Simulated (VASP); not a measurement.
# GaGe (F-43m) in VASP: a series of runs, part 2 of 2

VASP 6.6.1. Earlier steps stand in the parts before.

## 4. Single point, r2SCAN

Contents of INCAR:

```
PREC     = Normal         # precision mode
ENCUT    = 450            # plane-wave cutoff, eV
EDIFF    = 1E-6           # SCF threshold, eV
ISMEAR   = 0              # smearing method
SIGMA    = 0.05           # smearing width, eV
LREAL    = F              # projectors in reciprocal space
LASPH    = T              # aspherical terms in the spheres
NELM     = 100            # most SCF steps
ALGO     = Normal         # electronic algorithm
ISIF     = 2              # what is computed and relaxed
LWAVE    = F              # write WAVECAR
LCHARG   = F              # write CHGCAR
METAGGA  = R2SCAN         # meta-GGA
LMIXTAU  = T            
ADDGRID  = F
```

Contents of KPOINTS:

```
Automatic mesh
0
Gamma
  4 4 4
```

Contents of POSCAR:

```
GaGe
1.0
    0.0000000000      2.8978440000      2.8978440000
    2.8978440000      0.0000000000      2.8978440000
    2.8978440000      2.8978440000      0.0000000000
Ge Ga
1 1
Direct
    0.0000000000      0.0000000000      0.0000000000
    0.2500000000      0.2500000000      0.2500000000
```

Potentials or basis: VASP PAW PBE potentials, release 64 (Ge, Ga).

Run with:

```sh
$ cat potpaw_PBE.64/Ge/POTCAR potpaw_PBE.64/Ga/POTCAR > POTCAR
$ mpirun -np 1 vasp_std > vasp.out
```

OUTCAR:

```text
PREC = Normal
   ENCUT = 450
   EDIFF = 1E-6
   ISMEAR = 0
   LREAL = F
   LASPH = T
   NELM = 100
   ISIF = 2
   METAGGA = R2SCAN

 Found      8 irreducible k-points:

 Following reciprocal coordinates:
            Coordinates               Weight
  0.000000  0.000000  0.000000      1.000000
  0.250000  0.000000  0.000000      8.000000
  0.500000  0.000000  0.000000      4.000000
  0.250000  0.250000  0.000000      6.000000
  0.500000  0.250000  0.000000     24.000000
 -0.250000  0.250000  0.000000     12.000000
   k-points           NKPTS =      8   k-points in BZ     NKDIM =      8   number of bands    NBANDS=      7
   number of dos      NEDOS =    301   number of ions     NIONS =      2
   total plane-waves  NPLWV =  13824
   dimension x,y,z NGX =    24 NGY =   24 NGZ =   24
   dimension x,y,z NGXF=    48 NGYF=   48 NGZF=   48
   ions per type =               1   1
   NGX,Y,Z   is equivalent  to a cutoff of   9.74,  9.74,  9.74 a.u.
   NGXF,Y,Z  is equivalent  to a cutoff of  19.47, 19.47, 19.47 a.u.
 SYSTEM =  unknown system
   PREC   = normal    normal or accurate (medium, high low for compatibility)
   ISTART =      0    job   : 0-new  1-cont  2-samecut
   ICHARG =      2    charge: 1-file 2-atom 10-const
   ISPIN  =      1    spin polarized calculation?
   LNONCOLLINEAR =      F non collinear calculations
   LSORBIT =      F    spin-orbit coupling
   LASPH  =      T    aspherical Exc in radial PAW
   ENCUT  =  450.0 eV  33.07 Ry    5.75 a.u.   7.09  7.09  7.09*2*pi/ulx,y,z
   NELM   =    100;   NELMIN=  2; NELMDL= -5     # of ELM steps
   EDIFF  = 0.1E-05   stopping-criterion for ELM
   LREAL  =      F    real-space projection
   EDIFFG = 0.1E-04   stopping-criterion for IOM
   NSW    =      0    number of steps for IOM
   IBRION =     -1    ionic relax: 0-MD 1-quasi-New 2-CG
   NFREE  =      0    steps in history (QN), initial steepest desc. (CG)
   ISIF   =      2    stress and relaxation
   ISYM   =      2    0-nonsym 1-usesym 2-fastsym
   POTIM  = 0.5000    time-step for ionic-motion
   TEBEG  =    0.0;   TEEND  =   0.0 temperature during run
   PSTRESS=    0.0 pullay stress
   NELECT =       7.0000    total number of electrons
   NUPDOWN=      -1.0000    fix difference up-down
   EMIN   =  10.00;   EMAX   =-10.00  energy-range for DOS
   EFERMI =   0.00;   METHOD = LEGACY
   ISMEAR =     0;   SIGMA  =   0.05  broadening in eV -4-tet -1-fermi 0-gaus
   EFERMI_NEDOS =   21; number of points for ismear=-14 and -15
   IALGO  =     38    algorithm
   IMIX   =      4    mixing-type and parameters
     AMIX     =   0.40;   BMIX     =  1.00
     AMIX_MAG =   1.60;   BMIX_MAG =  1.00
  volume/ion in A,a.u.               =      24.33       164.22
  Fermi-wavevector in a.u.,A,eV,Ry     =   0.857740  1.620894 10.010058  0.735719
  Thomas-Fermi vector in A             =   1.974840
   LORBIT       =      0    0 simple, 1 ext, 2 COOP (PROOUT), +10 PAW based schemes
   METAGGA = R2SCAN    functional components
   LHFCALC =     F    Hartree Fock is set to
   AEXX    =    0.0000 exact exchange contribution
   IVDW    =     0    specifies the selected vdW correction
   LEPSILON=     F    determine dielectric tensor
   LRPA    =     F    only Hartree local field effects (RPA)
 non-spin polarized calculation
 Gauss-broadening in eV      SIGMA  =   0.05
  energy-cutoff  :      450.00
  volume of cell :       48.67
 maximum number of plane-waves:      1067
   NGX = 15   NGY = 15   NGZ = 15

 number of electron       7.0000000 magnetization

 Free energy of the ion-electron system (eV)
  ---------------------------------------------------
  ext. energy  EPLUGINS =         0.00000000
  ---------------------------------------------------
  free energy    TOTEN  =       -24.93539132 eV

  energy without entropy =      -24.93010508  energy(sigma->0) =      -24.93274820

 E-fermi :   1.4625     XC(G=0):  -9.1411

 val. band max:        1.4553358209   @ k =  -0.2500   0.2500   0.0000
 cond. band min:       1.5562088328   @ k =   0.5000   0.0000   0.0000
 fundamental gap:      0.1008730119
 Fermi energy:         1.4625323549

 k-point     1 :       0.0000    0.0000    0.0000
  band No.  band energies     occupation
      1      -9.7898      2.00000
      2       2.9286      0.00000
      3       2.9286      0.00000
      4       2.9286      0.00000
      5       3.7853      0.00000
      6       5.8068      0.00000
      7       5.8068      0.00000

 k-point     2 :       0.2500    0.0000    0.0000
  band No.  band energies     occupation
      1      -9.0618      2.00000
      2      -1.5158      2.00000
      3       2.0780      0.00000
      4       2.0780      0.00000
      5       4.1040      0.00000
      6       6.8238      0.00000
      7       6.8238      0.00000

 k-point     3 :       0.5000    0.0000    0.0000
  band No.  band energies     occupation
      1      -7.7854      2.00000
      2      -4.3605      2.00000
      3       1.5562      0.00806
      4       1.5562      0.00806
      5       3.6267      0.00000
      6       6.8490      0.00000
      7       6.8490      0.00000

 k-point     4 :       0.2500    0.2500    0.0000
  band No.  band energies     occupation
      1      -8.8018      2.00000
      2      -1.3800      2.00000
      3       0.9107      2.00000
      4       0.9107      2.00000
      5       4.1836      0.00000
      6       5.9255      0.00000
      7       9.0731      0.00000

 k-point     5 :       0.5000    0.2500    0.0000
  band No.  band energies     occupation
      1      -7.4210      2.00000
      2      -3.9862      2.00000
      3      -0.7632      2.00000
      4       0.5408      2.00000
      5       4.5626      0.00000
      6       7.3641      0.00000
      7       8.6240      0.00000

 k-point     6 :      -0.2500    0.2500    0.0000
  band No.  band energies     occupation
      1      -7.9693      2.00000
      2      -3.1931      2.00000
      3      -0.9226      2.00000
      4       1.4553      1.16129
      5       5.2211      0.00000
      6       7.9729      0.00000
      7       8.2526      0.00000

 [... further k-points ...]

------------------------ aborting loop because EDIFF is reached ----------------------------------------

  FORCE on cell =-STRESS in cart. coord.  units (eV):
  Direction    XX          YY          ZZ          XY          YZ          ZX
  --------------------------------------------------------------------------------------
  -------------------------------------------------------------------------------------
  Total       -0.8021190     -0.8021190     -0.8021190     -0.0000000     -0.0000000      0.0000000
  in kB      -26.4054997    -26.4054997    -26.4054997     -0.0000000     -0.0000000      0.0000000
  external PRESSURE =     -26.4054997 kB  Pullay stress =       0.0000000 kB

 VOLUME and BASIS-vectors are now :
 -----------------------------------------------------------------------------
  energy-cutoff  :      450.00
  volume of cell :       48.67
      direct lattice vectors                 reciprocal lattice vectors
     0.000000000  2.897844000  2.897844000    -0.172542069  0.172542069  0.172542069
     2.897844000  0.000000000  2.897844000     0.172542069 -0.172542069  0.172542069
     2.897844000  2.897844000  0.000000000     0.172542069  0.172542069 -0.172542069

 POSITION                                       TOTAL-FORCE (eV/Angst)
 -----------------------------------------------------------------------------------
      0.00000      0.00000      0.00000         0.000000      0.000000      0.000000
      1.44892      1.44892      1.44892        -0.000000      0.000000     -0.000000
 -----------------------------------------------------------------------------------
    total drift:                               -0.000000     -0.000000     -0.000000

  FREE ENERGIE OF THE ION-ELECTRON SYSTEM (eV)
  ---------------------------------------------------
  free  energy   TOTEN  =       -24.9353913176 eV

  energy  without entropy=      -24.9301050776  energy(sigma->0) =      -24.93274820
```

It took 27 s on 1 thread of AMD EPYC 7R43 (Zen 3), shared host; peak memory 0.1 GiB.

The run converged, but some of its settings lie outside the range that counts as converged, so its numbers aren't taken as properties of the crystal.

What came out:

```
Free energy            : -24.9354 eV
Pressure               : -2.6 GPa
Band gap on the k mesh : none (metal or under the smearing width)
```

Caveat: the k mesh is coarse (spacing up to 0.47 Å⁻¹), so the values aren't converged; the PAW data sets were made with another functional, which shifts forces and pressure a little.

## 5. Single point, r2SCAN

Edit INCAR of step 4 so:

```diff
@@ -1,2 +1,2 @@
-PREC     = Normal         # precision mode
+PREC     = Accurate       # precision mode
 ENCUT    = 450            # plane-wave cutoff, eV
@@ -5,3 +5,3 @@
 SIGMA    = 0.05           # smearing width, eV
-LREAL    = F              # projectors in reciprocal space
+LREAL    = Auto         
 LASPH    = T              # aspherical terms in the spheres
```

KPOINTS is that of step 4.

POSCAR is that of step 4.

Potentials or basis: VASP PAW PBE potentials, release 64 (Ge, Ga).

Run with:

```sh
$ cat potpaw_PBE.64/Ge/POTCAR potpaw_PBE.64/Ga/POTCAR > POTCAR
$ mpirun -np 1 vasp_std > vasp.out
```

OUTCAR:

```text
PREC = Accurate
   ENCUT = 450
   EDIFF = 1E-6
   ISMEAR = 0
   LREAL = Auto
   LASPH = T
   NELM = 100
   ISIF = 2
   METAGGA = R2SCAN

 Found      8 irreducible k-points:

 Following reciprocal coordinates:
            Coordinates               Weight
  0.000000  0.000000  0.000000      1.000000
  0.250000  0.000000  0.000000      8.000000
  0.500000  0.000000  0.000000      4.000000
  0.250000  0.250000  0.000000      6.000000
  0.500000  0.250000  0.000000     24.000000
 -0.250000  0.250000  0.000000     12.000000
   k-points           NKPTS =      8   k-points in BZ     NKDIM =      8   number of bands    NBANDS=      7
   number of dos      NEDOS =    301   number of ions     NIONS =      2
   total plane-waves  NPLWV =  21952
   dimension x,y,z NGX =    28 NGY =   28 NGZ =   28
   dimension x,y,z NGXF=    56 NGYF=   56 NGZF=   56
   ions per type =               1   1
   NGX,Y,Z   is equivalent  to a cutoff of  11.36, 11.36, 11.36 a.u.
   NGXF,Y,Z  is equivalent  to a cutoff of  22.72, 22.72, 22.72 a.u.
 SYSTEM =  unknown system
   PREC   = accura    normal or accurate (medium, high low for compatibility)
   ISTART =      0    job   : 0-new  1-cont  2-samecut
   ICHARG =      2    charge: 1-file 2-atom 10-const
   ISPIN  =      1    spin polarized calculation?
   LNONCOLLINEAR =      F non collinear calculations
   LSORBIT =      F    spin-orbit coupling
   LASPH  =      T    aspherical Exc in radial PAW
   ENCUT  =  450.0 eV  33.07 Ry    5.75 a.u.   7.09  7.09  7.09*2*pi/ulx,y,z
   NELM   =    100;   NELMIN=  2; NELMDL= -5     # of ELM steps
   EDIFF  = 0.1E-05   stopping-criterion for ELM
   LREAL  =      T    real-space projection
   EDIFFG = 0.1E-04   stopping-criterion for IOM
   NSW    =      0    number of steps for IOM
   IBRION =     -1    ionic relax: 0-MD 1-quasi-New 2-CG
   NFREE  =      0    steps in history (QN), initial steepest desc. (CG)
   ISIF   =      2    stress and relaxation
   ISYM   =      2    0-nonsym 1-usesym 2-fastsym
   POTIM  = 0.5000    time-step for ionic-motion
   TEBEG  =    0.0;   TEEND  =   0.0 temperature during run
   PSTRESS=    0.0 pullay stress
   NELECT =       7.0000    total number of electrons
   NUPDOWN=      -1.0000    fix difference up-down
   EMIN   =  10.00;   EMAX   =-10.00  energy-range for DOS
   EFERMI =   0.00;   METHOD = LEGACY
   ISMEAR =     0;   SIGMA  =   0.05  broadening in eV -4-tet -1-fermi 0-gaus
   EFERMI_NEDOS =   21; number of points for ismear=-14 and -15
   IALGO  =     38    algorithm
   IMIX   =      4    mixing-type and parameters
     AMIX     =   0.40;   BMIX     =  1.00
     AMIX_MAG =   1.60;   BMIX_MAG =  1.00
  volume/ion in A,a.u.               =      24.33       164.22
  Fermi-wavevector in a.u.,A,eV,Ry     =   0.857740  1.620894 10.010058  0.735719
  Thomas-Fermi vector in A             =   1.974840
   LORBIT       =      0    0 simple, 1 ext, 2 COOP (PROOUT), +10 PAW based schemes
   METAGGA = R2SCAN    functional components
   LHFCALC =     F    Hartree Fock is set to
   AEXX    =    0.0000 exact exchange contribution
   IVDW    =     0    specifies the selected vdW correction
   LEPSILON=     F    determine dielectric tensor
   LRPA    =     F    only Hartree local field effects (RPA)
 non-spin polarized calculation
 Gauss-broadening in eV      SIGMA  =   0.05
  energy-cutoff  :      450.00
  volume of cell :       48.67
 maximum number of plane-waves:      1067
   NGX = 15   NGY = 15   NGZ = 15

 number of electron       7.0000000 magnetization

 Free energy of the ion-electron system (eV)
  ---------------------------------------------------
  ext. energy  EPLUGINS =         0.00000000
  ---------------------------------------------------
  free energy    TOTEN  =       -24.93537758 eV

  energy without entropy =      -24.93009132  energy(sigma->0) =      -24.93273445

 E-fermi :   1.4627     XC(G=0):  -9.1411

 val. band max:        1.4554711866   @ k =  -0.2500   0.2500   0.0000
 cond. band min:       1.5563409614   @ k =   0.5000   0.0000   0.0000
 fundamental gap:      0.1008697748
 Fermi energy:         1.4626676544

 k-point     1 :       0.0000    0.0000    0.0000
  band No.  band energies     occupation
      1      -9.7900      2.00000
      2       2.9287      0.00000
      3       2.9287      0.00000
      4       2.9287      0.00000
      5       3.7851      0.00000
      6       5.8069      0.00000
      7       5.8069      0.00000

 k-point     2 :       0.2500    0.0000    0.0000
  band No.  band energies     occupation
      1      -9.0620      2.00000
      2      -1.5158      2.00000
      3       2.0782      0.00000
      4       2.0782      0.00000
      5       4.1040      0.00000
      6       6.8239      0.00000
      7       6.8239      0.00000

 k-point     3 :       0.5000    0.0000    0.0000
  band No.  band energies     occupation
      1      -7.7855      2.00000
      2      -4.3604      2.00000
      3       1.5563      0.00806
      4       1.5563      0.00806
      5       3.6266      0.00000
      6       6.8490      0.00000
      7       6.8490      0.00000

 k-point     4 :       0.2500    0.2500    0.0000
  band No.  band energies     occupation
      1      -8.8019      2.00000
      2      -1.3801      2.00000
      3       0.9108      2.00000
      4       0.9108      2.00000
      5       4.1836      0.00000
      6       5.9255      0.00000
      7       9.0732      0.00000

 k-point     5 :       0.5000    0.2500    0.0000
  band No.  band energies     occupation
      1      -7.4212      2.00000
      2      -3.9861      2.00000
      3      -0.7630      2.00000
      4       0.5410      2.00000
      5       4.5627      0.00000
      6       7.3641      0.00000
      7       8.6240      0.00000

 k-point     6 :      -0.2500    0.2500    0.0000
  band No.  band energies     occupation
      1      -7.9694      2.00000
      2      -3.1931      2.00000
      3      -0.9225      2.00000
      4       1.4555      1.16129
      5       5.2211      0.00000
      6       7.9730      0.00000
      7       8.2526      0.00000

 [... further k-points ...]

------------------------ aborting loop because EDIFF is reached ----------------------------------------

  FORCE on cell =-STRESS in cart. coord.  units (eV):
  Direction    XX          YY          ZZ          XY          YZ          ZX
  --------------------------------------------------------------------------------------
  -------------------------------------------------------------------------------------
  Total       -0.8006296     -0.8006296     -0.8006296      0.0000000      0.0000000      0.0000000
  in kB      -26.3564676    -26.3564676    -26.3564676      0.0000000      0.0000000      0.0000000
  external PRESSURE =     -26.3564676 kB  Pullay stress =       0.0000000 kB

 VOLUME and BASIS-vectors are now :
 -----------------------------------------------------------------------------
  energy-cutoff  :      450.00
  volume of cell :       48.67
      direct lattice vectors                 reciprocal lattice vectors
     0.000000000  2.897844000  2.897844000    -0.172542069  0.172542069  0.172542069
     2.897844000  0.000000000  2.897844000     0.172542069 -0.172542069  0.172542069
     2.897844000  2.897844000  0.000000000     0.172542069  0.172542069 -0.172542069

 POSITION                                       TOTAL-FORCE (eV/Angst)
 -----------------------------------------------------------------------------------
      0.00000      0.00000      0.00000         0.000000      0.000000      0.000000
      1.44892      1.44892      1.44892        -0.000000     -0.000000     -0.000000
 -----------------------------------------------------------------------------------
    total drift:                                0.000000      0.000000      0.000000

  FREE ENERGIE OF THE ION-ELECTRON SYSTEM (eV)
  ---------------------------------------------------
  free  energy   TOTEN  =       -24.9353775837 eV

  energy  without entropy=      -24.9300913161  energy(sigma->0) =      -24.93273445
```

Wall time 33 s (1 thread of AMD EPYC 7R43 (Zen 3), shared host); peak memory 0.12 GiB.

The run converged, but some of its settings lie outside the range that counts as converged, so its numbers aren't taken as properties of the crystal.

What came out:

| Property | Result |
| --- | --- |
| Free energy | -24.9354 eV |
| Pressure | -2.6 GPa |
| Band gap on the k mesh | none (metal or under the smearing width) |

Caveat: the k mesh is coarse (spacing up to 0.47 Å⁻¹), so the values aren't converged; the PAW data sets were made with another functional, which shifts forces and pressure a little.

## 6. Single point, r2SCAN

Edit INCAR of step 5 so:

```diff
@@ -2,6 +2,6 @@
 ENCUT    = 450            # plane-wave cutoff, eV
-EDIFF    = 1E-6           # SCF threshold, eV
+EDIFF    = 0.01           # SCF threshold, eV
 ISMEAR   = 0              # smearing method
 SIGMA    = 0.05           # smearing width, eV
-LREAL    = Auto         
+LREAL    = F              # projectors in reciprocal space
 LASPH    = T              # aspherical terms in the spheres
```

KPOINTS is that of step 5.

POSCAR is that of step 5.

Potentials or basis: VASP PAW PBE potentials, release 64 (Ge, Ga).

Run with:

```sh
$ cat potpaw_PBE.64/Ge/POTCAR potpaw_PBE.64/Ga/POTCAR > POTCAR
$ mpirun -np 1 vasp_std > vasp.out
```

Run time: 20 s. Hardware: 1 thread of AMD EPYC 7R43 (Zen 3), shared host; peak memory 0.12 GiB.

The run converged, but some of its settings lie outside the range that counts as converged, so its numbers aren't taken as properties of the crystal.

What came out:

```yaml
Free_energy: -24.9343 eV
Pressure: -2.3 GPa
Band_gap_on_the_k_mesh: none (metal or under the smearing width)
```

Caveat: the k mesh is coarse (spacing up to 0.47 Å⁻¹), so the values aren't converged; the PAW data sets were made with another functional, which shifts forces and pressure a little.
